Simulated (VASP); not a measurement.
OSZICAR of a VASP run on Te (trig):

### OSZICAR
```
...
DAV:  11    -0.111743415364E+03   -0.51598E-01   -0.10266E-01   442   0.456E+00    0.423E-01
DAV:  12    -0.111743316199E+03    0.99165E-04   -0.73828E-03   457   0.988E-01    0.288E-01
DAV:  13    -0.111743667044E+03   -0.35084E-03   -0.69007E-04   477   0.300E-01    0.156E-01
DAV:  14    -0.111742582045E+03    0.10850E-02   -0.35472E-03   442   0.809E-01    0.157E-01
DAV:  15    -0.111742561451E+03    0.20594E-04   -0.98890E-04   442   0.438E-01    0.824E-02
DAV:  16    -0.111742666352E+03   -0.10490E-03   -0.18292E-04   442   0.205E-01    0.859E-02
DAV:  17    -0.111743158637E+03   -0.49229E-03   -0.63191E-04   442   0.353E-01    0.138E-01
DAV:  18    -0.111743220609E+03   -0.61971E-04   -0.34233E-04   442   0.258E-01    0.495E-02
DAV:  19    -0.111743130339E+03    0.90269E-04   -0.32652E-04   442   0.264E-01    0.216E-02
DAV:  20    -0.111743133574E+03   -0.32344E-05   -0.31255E-06   481   0.169E-02    0.221E-02
DAV:  21    -0.111743140048E+03   -0.64745E-05   -0.60039E-06   442   0.348E-02    0.234E-02
DAV:  22    -0.111743141899E+03   -0.18510E-05   -0.10444E-05   447   0.421E-02    0.108E-02
DAV:  23    -0.111743141059E+03    0.84041E-06   -0.79182E-06   442   0.412E-02
   1 F= -.11174314E+03 E0= -.11174314E+03  d E =-.111743E+03
       N       E                     dE             d eps       ncg     rms          rms(c)
DAV:   1    -0.111755278148E+03   -0.12136E-01   -0.38011E-01   442   0.369E+00    0.609E-01
DAV:   2    -0.111750465664E+03    0.48125E-02   -0.29596E-02   442   0.205E+00    0.451E-01
DAV:   3    -0.111748212766E+03    0.22529E-02   -0.39799E-03   462   0.642E-01    0.190E-01
DAV:   4    -0.111747858518E+03    0.35425E-03   -0.40410E-03   442   0.578E-01    0.472E-01
DAV:   5    -0.111747722944E+03    0.13557E-03   -0.31007E-03   442   0.663E-01    0.355E-01
DAV:   6    -0.111747629220E+03    0.93724E-04   -0.15409E-03   442   0.447E-01    0.181E-01
DAV:   7    -0.111747599973E+03    0.29246E-04   -0.38156E-04   442   0.270E-01    0.219E-02
DAV:   8    -0.111747589190E+03    0.10783E-04   -0.40531E-05   482   0.878E-02    0.172E-02
DAV:   9    -0.111747584002E+03    0.51879E-05   -0.19078E-05   442   0.614E-02    0.206E-02
DAV:  10    -0.111747583048E+03    0.95394E-06   -0.22114E-05   442   0.682E-02    0.156E-02
DAV:  11    -0.111747580876E+03    0.21718E-05   -0.57750E-06   442   0.365E-02    0.402E-03
DAV:  12    -0.111747580908E+03   -0.31726E-07   -0.38831E-08   221   0.193E-03
   2 F= -.11174758E+03 E0= -.11174758E+03  d E =-.443985E-02
       N       E                     dE             d eps       ncg     rms          rms(c)
DAV:   1    -0.111747879999E+03   -0.29912E-03   -0.88899E-03   442   0.568E-01    0.922E-02
DAV:   2    -0.111747806112E+03    0.73887E-04   -0.68121E-04   447   0.320E-01    0.649E-02
DAV:   3    -0.111747759759E+03    0.46353E-04   -0.11973E-04   462   0.115E-01    0.244E-02
DAV:   4    -0.111747749050E+03    0.10709E-04   -0.10224E-04   442   0.966E-02    0.699E-02
DAV:   5    -0.111747746801E+03    0.22482E-05   -0.80343E-05   442   0.105E-01    0.528E-02
DAV:   6    -0.111747731659E+03    0.15142E-04   -0.35057E-05   442   0.674E-02    0.196E-02
DAV:   7    -0.111747725360E+03    0.62995E-05   -0.11761E-05   442   0.489E-02    0.377E-03
DAV:   8    -0.111747725335E+03    0.24559E-07   -0.12463E-06   236   0.160E-02
   3 F= -.11174773E+03 E0= -.11174773E+03  d E =-.458428E-02
       N       E                     dE             d eps       ncg     rms          rms(c)
DAV:   1    -0.111751331765E+03   -0.36064E-02   -0.12744E-01   442   0.242E+00    0.154E-01
DAV:   2    -0.111751468711E+03   -0.13695E-03   -0.85193E-03   482   0.902E-01    0.871E-02
DAV:   3    -0.111751453143E+03    0.15567E-04   -0.77553E-04   447   0.308E-01    0.739E-02
DAV:   4    -0.111751431652E+03    0.21491E-04   -0.14464E-04   467   0.126E-01    0.645E-02
DAV:   5    -0.111751484771E+03   -0.53119E-04   -0.16535E-04   442   0.148E-01    0.756E-02
DAV:   6    -0.111751464889E+03    0.19882E-04   -0.24451E-04   442   0.196E-01    0.157E-02
DAV:   7    -0.111751465863E+03   -0.97441E-06   -0.12299E-04   442   0.157E-01    0.199E-02
DAV:   8    -0.111751457089E+03    0.87736E-05   -0.10320E-05   442   0.462E-02    0.115E-02
DAV:   9    -0.111751453359E+03    0.37301E-05   -0.54718E-06   442   0.281E-02    0.600E-03
DAV:  10    -0.111751453813E+03   -0.45405E-06   -0.83801E-07   221   0.136E-02
   4 F= -.11175145E+03 E0= -.11175145E+03  d E =-.372848E-02
       N       E                     dE             d eps       ncg     rms          rms(c)
DAV:   1    -0.111754517615E+03   -0.30643E-02   -0.88214E-01   442   0.632E+00    0.444E-01
DAV:   2    -0.111756230108E+03   -0.17125E-02   -0.57643E-02   477   0.230E+00    0.208E-01
DAV:   3    -0.111756190194E+03    0.39914E-04   -0.46923E-03   452   0.768E-01    0.187E-01
DAV:   4    -0.111756066731E+03    0.12346E-03   -0.98430E-04   462   0.321E-01    0.153E-01
DAV:   5    -0.111756365007E+03   -0.29828E-03   -0.11008E-03   442   0.375E-01    0.183E-01
DAV:   6    -0.111756171282E+03    0.19373E-03   -0.90577E-04   442   0.374E-01    0.493E-02
DAV:   7    -0.111756226779E+03   -0.55497E-04   -0.47352E-04   442   0.317E-01    0.446E-02
DAV:   8    -0.111756176292E+03    0.50487E-04   -0.61392E-05   442   0.113E-01    0.252E-02
DAV:   9    -0.111756162394E+03    0.13898E-04   -0.13412E-05   452   0.456E-02    0.190E-02
DAV:  10    -0.111756163207E+03   -0.81304E-06   -0.10550E-05   442   0.479E-02    0.333E-03
DAV:  11    -0.111756162033E+03    0.11734E-05   -0.39850E-06   442   0.299E-02    0.489E-03
DAV:  12    -0.111756161933E+03    0.10071E-06   -0.10459E-07   221   0.445E-03
   5 F= -.11175616E+03 E0= -.11175616E+03  d E =-.843660E-02
       N       E                     dE             d eps       ncg     rms          rms(c)
DAV:   1    -0.111756188457E+03   -0.26423E-04   -0.10017E-02   442   0.677E-01    0.435E-02
DAV:   2    -0.111756201808E+03   -0.13351E-04   -0.66519E-04   477   0.251E-01    0.235E-02
DAV:   3    -0.111756200956E+03    0.85201E-06   -0.56520E-05   452   0.817E-02    0.208E-02
DAV:   4    -0.111756199243E+03    0.17129E-05   -0.95857E-06   467   0.320E-02    0.174E-02
DAV:   5    -0.111756203475E+03   -0.42322E-05   -0.10060E-05   442   0.356E-02    0.197E-02
DAV:   6    -0.111756203317E+03    0.15846E-06   -0.13081E-05   442   0.444E-02    0.485E-03
DAV:   7    -0.111756204204E+03   -0.88771E-06   -0.67049E-06   442   0.362E-02
   6 F= -.11175620E+03 E0= -.11175620E+03  d E =-.847887E-02
       N       E                     dE             d eps       ncg     rms          rms(c)
DAV:   1    -0.111758307743E+03   -0.21044E-02   -0.12467E-01   442   0.209E+00    0.242E-01
DAV:   2    -0.111757866508E+03    0.44123E-03   -0.69618E-03   452   0.853E-01    0.134E-01
DAV:   3    -0.111757460573E+03    0.40594E-03   -0.19483E-03   467   0.492E-01    0.108E-01
DAV:   4    -0.111757402796E+03    0.57777E-04   -0.50799E-04   442   0.249E-01    0.133E-01
DAV:   5    -0.111757545803E+03   -0.14301E-03   -0.58928E-04   442   0.287E-01    0.125E-01
DAV:   6    -0.111757419440E+03    0.12636E-03   -0.36186E-04   442   0.210E-01    0.184E-01
DAV:   7    -0.111757413486E+03    0.59541E-05   -0.18835E-04   442   0.196E-01    0.983E-03
DAV:   8    -0.111757412083E+03    0.14028E-05   -0.39103E-06   497   0.230E-02    0.907E-03
DAV:   9    -0.111757411999E+03    0.84469E-07   -0.20963E-06   301   0.186E-02
   7 F= -.11175741E+03 E0= -.11175741E+03  d E =-.120779E-02
       N       E                     dE             d eps       ncg     rms          rms(c)
DAV:   1    -0.111762787920E+03   -0.53758E-02   -0.60129E-01   442   0.456E+00    0.539E-01
DAV:   2    -0.111760536039E+03    0.22519E-02   -0.33100E-02   452   0.181E+00    0.292E-01
DAV:   3    -0.111758550055E+03    0.19860E-02   -0.83788E-03   462   0.100E+00    0.223E-01
DAV:   4    -0.111758337938E+03    0.21212E-03   -0.19709E-03   442   0.489E-01    0.288E-01
DAV:   5    -0.111758749321E+03   -0.41138E-03   -0.19188E-03   442   0.522E-01    0.261E-01
DAV:   6    -0.111758297815E+03    0.45151E-03   -0.18446E-03   442   0.461E-01    0.391E-01
DAV:   7    -0.111758308349E+03   -0.10535E-04   -0.52838E-04   442   0.326E-01    0.204E-02
DAV:   8    -0.111758306666E+03    0.16834E-05   -0.14442E-05   502   0.411E-02    0.191E-02
DAV:   9    -0.111758308812E+03   -0.21463E-05   -0.50824E-06   442   0.292E-02    0.169E-02
DAV:  10    -0.111758310710E+03   -0.18977E-05   -0.20423E-05   442   0.676E-02    0.417E-03
DAV:  11    -0.111758308499E+03    0.22110E-05   -0.81679E-06   442   0.423E-02    0.275E-03
DAV:  12    -0.111758308079E+03    0.41945E-06   -0.33081E-07   221   0.813E-03
   8 F= -.11175831E+03 E0= -.11175831E+03  d E =-.210388E-02
       N       E                     dE             d eps       ncg     rms          rms(c)
DAV:   1    -0.111758708647E+03   -0.40015E-03   -0.85805E-02   442   0.176E+00    0.315E-01
DAV:   2    -0.111758758809E+03   -0.50162E-04   -0.48241E-03   462   0.658E-01    0.879E-02
DAV:   3    -0.111758677190E+03    0.81619E-04   -0.39136E-04   482   0.260E-01    0.862E-02
DAV:   4    -0.111758867467E+03   -0.19028E-03   -0.58969E-04   442   0.264E-01    0.652E-02
DAV:   5    -0.111758729358E+03    0.13811E-03   -0.65290E-04   442   0.316E-01    0.158E-02
DAV:   6    -0.111758721325E+03    0.80333E-05   -0.29296E-05   472   0.573E-02    0.815E-03
DAV:   7    -0.111758720149E+03    0.11754E-05   -0.33938E-06   462   0.242E-02    0.826E-03
DAV:   8    -0.111758721282E+03   -0.11333E-05   -0.37622E-06   442   0.280E-02    0.415E-03
DAV:   9    -0.111758719803E+03    0.14791E-05   -0.47238E-06   442   0.317E-02    0.822E-04
DAV:  10    -0.111758719523E+03    0.28047E-06   -0.37407E-07   221   0.866E-03
   9 F= -.11175872E+03 E0= -.11175872E+03  d E =-.411443E-03
```

### Question
Which electronic solver shows in the log?

### Answer
It is blocked Davidson (ALGO = Normal, or the opening steps of other solvers). The INCAR had ALGO = Normal.

### Question
Can the final energy be trusted as converged?

### Answer
The calculation finished and met its thresholds. It stopped with EDIFF = 1E-6, NELM = 100, NSW = 60 and EDIFFG = -0.02 after 9 ionic steps (SCAN meta-GGA, plane waves, VASP's PBE PAW potentials (set 64)). Energy and stress use the plane-wave basis of the starting cell.

The compound is Te in the trig structure. This run relaxes it. Symmetry was kept, so distortions that lower it aren't found. The start is the result of an earlier pass.
